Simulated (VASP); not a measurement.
Computed with PBE GGA, VASP's PBE PAW potentials (set 64) (plane waves; VASP).

VASP ran on this input.

### POSCAR
```
MgB2
1
    1.5211610063    -2.6347276513    -0.0000000000
    1.5211610063     2.6347276513     0.0000000000
   -0.0000000000     0.0000000000     3.4818898087
Mg B
1 2
Direct
  0.0000000000   1.0000000000   0.0000000000
  0.3333330000   0.6666670000   0.5000000000
  0.6666670000   0.3333330000   0.5000000000
```

### KPOINTS
```
Automatic
0
G
 12 12 9
0 0 0
```

### INCAR
```
ALGO=Normal
EDIFF=1E-6
EDIFFG=-0.02
ENCUT=620
GGA=PE
IBRION=2
ISIF=3
ISMEAR=1
LASPH=.TRUE.
LCHARG=.FALSE.
LREAL=.FALSE.
LWAVE=.FALSE.
NELM=100
NSW=40
PREC=Accurate
PSTRESS=50
SIGMA=0.1
SYSTEM=MgB2
```

POTCAR, in this order: Mg B (PBE.64 set). Program: vasp_std.

The run wrote:

**OUTCAR**
```
 ion  position               nearest neighbor table
   1  0.000  0.000  0.000-   2 2.47   3 2.47   2 2.47   3 2.47   3 2.47   3 2.47   2 2.47   2 2.47
                             3 2.47   3 2.47   2 2.47   2 2.47
   2  0.333  0.667  0.500-   3 1.76   3 1.76   3 1.76   1 2.47   1 2.47   1 2.47   1 2.47   1 2.47
                             1 2.47
   3  0.667  0.333  0.500-   2 1.76   2 1.76   2 1.76   1 2.47   1 2.47   1 2.47   1 2.47   1 2.47
                             1 2.47
  LATTYP: Found a hexagonal cell.
 ALAT       =     3.0423215812
 C/A-ratio  =     1.1444844721
 Subroutine PRICEL returns:
 Original cell was already a primitive cell.
 Subroutine GETGRP returns: Found 24 space group operations
The static configuration has the point symmetry D_6h.
The dynamic configuration has the point symmetry D_6h.
 Subroutine INISYM returns: Found 24 space group operations
 Subroutine IBZKPT returns following result:
 Found     95 irreducible k-points:

 Following reciprocal coordinates:
            Coordinates               Weight
  0.000000  0.000000  0.000000      1.000000
  0.083333  0.000000  0.000000      6.000000
  0.166667  0.000000  0.000000      6.000000
  0.250000  0.000000  0.000000      6.000000
  0.333333 -0.000000  0.000000      6.000000
  0.416667  0.000000  0.000000      6.000000
  0.500000  0.000000  0.000000      3.000000
  0.083333  0.083333  0.000000      6.000000
  0.166667  0.083333  0.000000     12.000000
  0.250000  0.083333  0.000000     12.000000
  0.333333  0.083333  0.000000     12.000000
  0.416667  0.083333  0.000000     12.000000
  0.166667  0.166667  0.000000      6.000000
  0.250000  0.166667  0.000000     12.000000
  0.333333  0.166667  0.000000     12.000000
  0.416667  0.166667  0.000000      6.000000
  0.250000  0.250000  0.000000      6.000000
  0.333333  0.250000  0.000000     12.000000
  0.333333  0.333333  0.000000      2.000000
...
```

**OSZICAR**
```
       N       E                     dE             d eps       ncg     rms          rms(c)
DAV:   1     0.101026748008E+02    0.10103E+02   -0.43995E+03  1568   0.981E+02
DAV:   2    -0.167081743622E+02   -0.26811E+02   -0.25615E+02  2120   0.126E+02
DAV:   3    -0.170867436236E+02   -0.37857E+00   -0.37811E+00  2024   0.175E+01
DAV:   4    -0.170874351593E+02   -0.69154E-03   -0.69134E-03  2256   0.671E-01
DAV:   5    -0.170874354806E+02   -0.32137E-06   -0.32165E-06  2064   0.117E-02    0.543E+00
DAV:   6    -0.155733240281E+02    0.15141E+01   -0.25075E+00  1704   0.884E+00    0.262E+00
DAV:   7    -0.153222289528E+02    0.25110E+00   -0.13023E+00  1816   0.626E+00    0.788E-01
DAV:   8    -0.153225040780E+02   -0.27513E-03   -0.12489E-01  1736   0.231E+00    0.374E-01
DAV:   9    -0.153146120406E+02    0.78920E-02   -0.24988E-02  1656   0.890E-01    0.631E-02
DAV:  10    -0.153144923863E+02    0.11965E-03   -0.15381E-03  2248   0.257E-01    0.231E-02
DAV:  11    -0.153144844407E+02    0.79456E-05   -0.83167E-05  1720   0.649E-02    0.333E-03
DAV:  12    -0.153144838099E+02    0.63082E-06   -0.51325E-06  1848   0.140E-02
   1 F= -.14443489E+02 E0= -.14443558E+02  d E =-.144435E+02
       N       E                     dE             d eps       ncg     rms          rms(c)
DAV:   1    -0.153183121736E+02   -0.38277E-02   -0.48531E-02  2184   0.175E+00    0.128E-01
DAV:   2    -0.153173693535E+02    0.94282E-03   -0.19572E-03  2000   0.293E-01    0.599E-02
DAV:   3    -0.153171556925E+02    0.21366E-03   -0.87719E-04  1912   0.163E-01    0.131E-02
DAV:   4    -0.153171505878E+02    0.51047E-05   -0.28014E-05  1808   0.427E-02    0.287E-03
DAV:   5    -0.153171499910E+02    0.59674E-06   -0.22575E-06  1832   0.898E-03
   2 F= -.14445165E+02 E0= -.14445237E+02  d E =-.167540E-02
       N       E                     dE             d eps       ncg     rms          rms(c)
DAV:   1    -0.153171682284E+02   -0.17641E-04   -0.15273E-05  2200   0.313E-02    0.231E-03
DAV:   2    -0.153171679059E+02    0.32241E-06   -0.58358E-07  1048   0.508E-03
   3 F= -.14445165E+02 E0= -.14445237E+02  d E =-.167602E-02
       N       E                     dE             d eps       ncg     rms          rms(c)
DAV:   1    -0.153139621491E+02    0.32061E-02   -0.39517E-03  1824   0.636E-01    0.440E-02
DAV:   2    -0.153138752942E+02    0.86855E-04   -0.19138E-04  2104   0.905E-02    0.193E-02
DAV:   3    -0.153138609053E+02    0.14389E-04   -0.70380E-05  1816   0.482E-02    0.308E-03
DAV:   4    -0.153138612551E+02   -0.34979E-06   -0.10077E-06  1488   0.888E-03
   4 F= -.14445285E+02 E0= -.14445356E+02  d E =-.120038E-03
```

**OUTCAR**
```
------------------------ aborting loop because EDIFF is reached ----------------------------------------
  FORCE on cell =-STRESS in cart. coord.  units (eV):
  Direction    XX          YY          ZZ          XY          YZ          ZX
  --------------------------------------------------------------------------------------
  Total        0.8914464      0.8914461      0.8979449     -0.0000000      0.0000000     -0.0000000
  in kB       51.3165604     51.3165398     51.6906499     -0.0000000      0.0000000     -0.0000000
  external PRESSURE =       1.4412500 kB  Pullay stress =      50.0000000 kB
  volume of cell :       27.83
      direct lattice vectors                 reciprocal lattice vectors
     1.524931327 -2.641258004 -0.000000000     0.327883618 -0.189303733  0.000000000
     1.524931327  2.641258004 -0.000000000     0.327883618  0.189303733  0.000000000
    -0.000000000  0.000000000  3.455072622     0.000000000 -0.000000000  0.289429517
 POSITION                                       TOTAL-FORCE (eV/Angst)
 -----------------------------------------------------------------------------------
     -0.00000      0.00000      3.45507         0.000000     -0.000000      0.000000
      1.52493      0.88042      1.72754         0.000000      0.000000     -0.000000
      1.52493     -0.88042      1.72754        -0.000000     -0.000000      0.000000
 -----------------------------------------------------------------------------------
    total drift:                               -0.000000     -0.000000      0.000000
  FREE ENERGIE OF THE ION-ELECTRON SYSTEM (eV)
  ---------------------------------------------------
  free  energy   TOTEN  =       -15.3138612551 eV

  energy  without entropy=      -15.3140734655  energy(sigma->0) =      -15.31393199
  enthalpy is  TOTEN    =       -14.4452854848 eV   P V=        0.8685757703

 reached required accuracy - stopping structural energy minimisation
```
(Selected blocks of OUTCAR.)

**CONTCAR**
```
MgB2
   1.00000000000000
     1.5249313266657549   -2.6412580039289209   -0.0000000000000000
     1.5249313266657549    2.6412580039289209   -0.0000000000000000
    -0.0000000000000000    0.0000000000000000    3.4550726218211452
  Mg              B
     1     2
Direct
     0.0000000000000000    0.0000000000000000    1.0000000000000000
     0.3333330000000032    0.6666669999999968    0.5000000000000000
     0.6666669999999968    0.3333330000000032    0.5000000000000000
```

The compound is MgB2 in the AlB2 type structure. This run relaxes it under an external pressure of 5 GPa. Symmetry was kept, so distortions that lower it aren't found.
